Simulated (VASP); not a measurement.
GW runs with VASP on BAs (zinc blende), on PBE orbitals with a Kohn-Sham gap of 1.41 eV on the mesh.

```yaml
crystal:
  lattice:
    - [0.00000, 2.39000, 2.39000]
    - [2.39000, 0.00000, 2.39000]
    - [2.39000, 2.39000, 0.00000]
  atoms:
    - { symbol: B, position: [0.00000, 0.00000, 0.00000] }
    - { symbol: As, position: [0.25000, 0.25000, 0.25000] }
```

Run with PREC = Normal, 500 eV cut-off, 4×4×4 Γ-centred mesh, Gaussian smearing of 0.010 eV, potentials B_GW As_GW.

The mesh is coarse and the basis finite, so the quasiparticle values are not converged.

| run | level | NBANDS | ENCUTGW (eV) | QP gap (eV) | smallest direct QP gap (eV) |
|---|---|---|---|---|---|
| run 1 | G0W0@PBE, 1 step(s) | 64 | 150 | 1.85 | 4.05 |
| run 2 | G0W0@PBE, 1 step(s) | 160 | 200 | 1.92 | 4.08 |
| run 3 | evGW0@PBE, 4 step(s) | 160 | 200 | ? | ? |

Q: Complete the blanks.

A: 
- run 3, QP gap (eV): 2.00
- run 3, smallest direct QP gap (eV): 4.20

Left out are failed runs and those that VASP or the mesh makes unfit.

The compound is BAs in the zinc blende structure. The cell was not relaxed at this level.
